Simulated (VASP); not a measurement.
Output of a VASP run:

File OUTCAR:
```
 ion  position               nearest neighbor table
   1  0.500  0.500  0.500-   2 2.45   2 2.45   2 2.45   2 2.45   2 2.45   2 2.45   2 2.45   2 2.45
  LATTYP: Found a simple cubic cell.
 ALAT       =     2.8327000391
 Subroutine PRICEL returns:
 Original cell was already a primitive cell.
 Subroutine GETGRP returns: Found 48 space group operations
The static configuration has the point symmetry O_h .
The dynamic configuration has the point symmetry O_h .
 Subroutine INISYM returns: Found 48 space group operations
 Subroutine IBZKPT returns following result:
 Found     84 irreducible k-points:

 Following reciprocal coordinates:
            Coordinates               Weight
  0.000000  0.000000  0.000000      1.000000
  0.076923  0.000000  0.000000      6.000000
  0.153846  0.000000  0.000000      6.000000
  0.230769  0.000000  0.000000      6.000000
  0.307692  0.000000  0.000000      6.000000
  0.384615  0.000000  0.000000      6.000000
  0.461538  0.000000  0.000000      6.000000
  0.076923  0.076923  0.000000     12.000000
  0.153846  0.076923  0.000000     24.000000
  0.230769  0.076923  0.000000     24.000000
  0.307692  0.076923  0.000000     24.000000
  0.384615  0.076923  0.000000     24.000000
  0.461538  0.076923  0.000000     24.000000
  0.153846  0.153846  0.000000     12.000000
  0.230769  0.153846  0.000000     24.000000
  0.307692  0.153846  0.000000     24.000000
  0.384615  0.153846  0.000000     24.000000
  0.461538  0.153846  0.000000     24.000000
  0.230769  0.230769  0.000000     12.000000
  0.307692  0.230769  0.000000     24.000000
  0.384615  0.230769  0.000000     24.000000
  0.461538  0.230769  0.000000     24.000000
  0.307692  0.307692  0.000000     12.000000
  0.384615  0.307692  0.000000     24.000000
  0.461538  0.307692  0.000000     24.000000
  0.384615  0.384615  0.000000     12.000000
  0.461538  0.384615  0.000000     24.000000
  0.461538  0.461538  0.000000     12.000000
  0.076923  0.076923  0.076923      8.000000
  0.153846  0.076923  0.076923     24.000000
  0.230769  0.076923  0.076923     24.000000
  0.307692  0.076923  0.076923     24.000000
  0.384615  0.076923  0.076923     24.000000
  0.461538  0.076923  0.076923     24.000000
  0.153846  0.153846  0.076923     24.000000
  0.230769  0.153846  0.076923     48.000000
  0.307692  0.153846  0.076923     48.000000
  0.384615  0.153846  0.076923     48.000000
  0.461538  0.153846  0.076923     48.000000
  0.230769  0.230769  0.076923     24.000000
   k-points           NKPTS =     84   k-points in BZ     NKDIM =     84   number of bands    NBANDS=     15
   number of dos      NEDOS =    301   number of ions     NIONS =      2
   total plane-waves  NPLWV =  13824
   dimension x,y,z NGX =    24 NGY =   24 NGZ =   24
   dimension x,y,z NGXF=    48 NGYF=   48 NGZF=   48
   ions per type =               1   1
   PREC   = accura    normal or accurate (medium, high low for compatibility)
   ISTART =      0    job   : 0-new  1-cont  2-samecut
   ICHARG =      2    charge: 1-file 2-atom 10-const
   ISPIN  =      1    spin polarized calculation?
   LNONCOLLINEAR =      F non collinear calculations
   LSORBIT =      F    spin-orbit coupling
   INIWAV =      1    electr: 0-lowe 1-rand  2-diag
   ENCUT  =  520.0 eV  38.22 Ry    6.18 a.u.   5.27  5.27  5.27*2*pi/ulx,y,z
   NELM   =    100;   NELMIN=  2; NELMDL= -5     # of ELM steps
   EDIFF  = 0.1E-06   stopping-criterion for ELM
   LREAL  =      F    real-space projection
   NLSPLINE    = F    spline interpolate recip. space projectors
   LMAXMIX     =    4 max onsite mixed and CHGCAR
   VOSKOWN=      0    Vosko Wilk Nusair interpolation
   EDIFFG = 0.1E-05   stopping-criterion for IOM
   NSW    =      0    number of steps for IOM
   NBLOCK =      1;   KBLOCK =      1    inner block; outer block
   IBRION =     -1    ionic relax: 0-MD 1-quasi-New 2-CG
   NFREE  =      0    steps in history (QN), initial steepest desc. (CG)
...
```

**OSZICAR**
```
       N       E                     dE             d eps       ncg     rms          rms(c)
DAV:   1     0.758843275030E+02    0.75884E+02   -0.11098E+04  2720   0.275E+03
DAV:   2    -0.322722841447E+02   -0.10816E+03   -0.10581E+03  2618   0.368E+02
DAV:   3    -0.374103818284E+02   -0.51381E+01   -0.51026E+01  2954   0.864E+01
DAV:   4    -0.374871864470E+02   -0.76805E-01   -0.76796E-01  3427   0.982E+00
DAV:   5    -0.374891110133E+02   -0.19246E-02   -0.19246E-02  3161   0.131E+00    0.116E+01
DAV:   6    -0.371420716127E+02    0.34704E+00   -0.39736E+01  2736   0.915E+01    0.152E+01
DAV:   7    -0.338341738138E+02    0.33079E+01   -0.14570E+01  2646   0.586E+01    0.128E+00
DAV:   8    -0.340336005464E+02   -0.19943E+00   -0.70258E-01  3598   0.997E+00    0.216E+00
DAV:   9    -0.340132337809E+02    0.20367E-01   -0.38930E-01  2686   0.992E+00    0.580E-01
DAV:  10    -0.340108053092E+02    0.24285E-02   -0.63011E-02  2604   0.284E+00    0.553E-01
DAV:  11    -0.340090260988E+02    0.17792E-02   -0.98568E-03  2732   0.131E+00    0.338E-01
DAV:  12    -0.340063670668E+02    0.26590E-02   -0.11209E-02  3173   0.154E+00    0.741E-02
DAV:  13    -0.340059065678E+02    0.46050E-03   -0.17932E-03  2618   0.559E-01    0.256E-02
DAV:  14    -0.340057077794E+02    0.19879E-03   -0.37394E-04  2632   0.256E-01    0.244E-02
DAV:  15    -0.340057680735E+02   -0.60294E-04   -0.73322E-05  3373   0.121E-01    0.729E-03
DAV:  16    -0.340057484442E+02    0.19629E-04   -0.21369E-05  2592   0.701E-02    0.221E-03
DAV:  17    -0.340057519784E+02   -0.35342E-05   -0.91507E-07  3468   0.125E-02    0.160E-03
DAV:  18    -0.340057540795E+02   -0.21011E-05   -0.16700E-07  2339   0.553E-03    0.161E-03
DAV:  19    -0.340057554244E+02   -0.13449E-05   -0.22894E-07  2454   0.706E-03    0.546E-04
DAV:  20    -0.340057557418E+02   -0.31740E-06   -0.43495E-08  1421   0.272E-03    0.985E-05
DAV:  21    -0.340057554927E+02    0.24910E-06   -0.26311E-08  1505   0.230E-03    0.970E-05
DAV:  22    -0.340057552601E+02    0.23258E-06   -0.24778E-09  1372   0.713E-04    0.770E-05
DAV:  23    -0.340057552475E+02    0.12586E-07   -0.12861E-09  1400   0.533E-04
   1 F= -.34005755E+02 E0= -.34006285E+02  d E =0.158986E-02
```

OUTCAR:
```
------------------------ aborting loop because EDIFF is reached ----------------------------------------
  FORCE on cell =-STRESS in cart. coord.  units (eV):
  Direction    XX          YY          ZZ          XY          YZ          ZX
  --------------------------------------------------------------------------------------
  Total        0.0113906      0.0113906      0.0113906      0.0000000      0.0000000     -0.0000000
  in kB        0.8028896      0.8028896      0.8028896      0.0000000      0.0000000     -0.0000000
  external PRESSURE =       0.8028896 kB  Pullay stress =       0.0000000 kB
  volume of cell :       22.73
      direct lattice vectors                 reciprocal lattice vectors
     2.832700039  0.000000000  0.000000000     0.353020082  0.000000000  0.000000000
     0.000000000  2.832700039  0.000000000     0.000000000  0.353020082  0.000000000
     0.000000000  0.000000000  2.832700039     0.000000000  0.000000000  0.353020082
 POSITION                                       TOTAL-FORCE (eV/Angst)
 -----------------------------------------------------------------------------------
      1.41635      1.41635      1.41635         0.000000      0.000000      0.000000
      0.00000      0.00000      0.00000         0.000000      0.000000      0.000000
 -----------------------------------------------------------------------------------
    total drift:                                0.000000      0.000000     -0.000000
  FREE ENERGIE OF THE ION-ELECTRON SYSTEM (eV)
  ---------------------------------------------------
  free  energy   TOTEN  =       -34.0057552475 eV

  energy  without entropy=      -34.0073451072  energy(sigma->0) =      -34.00628520
```
(Selected blocks of OUTCAR.)

File POSCAR:
```
CoGa
1
    2.8327000391     0.0000000000     0.0000000000
    0.0000000000     2.8327000391     0.0000000000
    0.0000000000     0.0000000000     2.8327000391
Ga Co
1 1
Direct
  0.5000000000   0.5000000000   0.5000000000
  0.0000000000   0.0000000000   0.0000000000
```

Task: Write an INCAR and KPOINTS that could have produced this output.

Result: This is not unique; one that fits is the input of the run itself, SCAN meta-GGA, plane waves, VASP's PBE PAW potentials (set 64).

**KPOINTS**
```
kpoints
0
G
13 13 13
```

INCAR:
```
SYSTEM = CoGa
PREC = Accurate
ENCUT = 520
EDIFF = 1E-7
NELM = 100
ALGO = Normal
LREAL = .FALSE.
LASPH = .TRUE.
ISMEAR = 1
SIGMA = 0.1
METAGGA = SCAN
LMIXTAU = .TRUE.
LMAXMIX = 4
LWAVE = .FALSE.
LCHARG = .FALSE.
ISIF = 2
```

POTCAR, in this order: Ga_d Co (PBE.64 set). Program: vasp_std.

The compound is CoGa in the CsCl type structure. It was relaxed first. The run is not spin-polarised, so no magnetic state was tried.
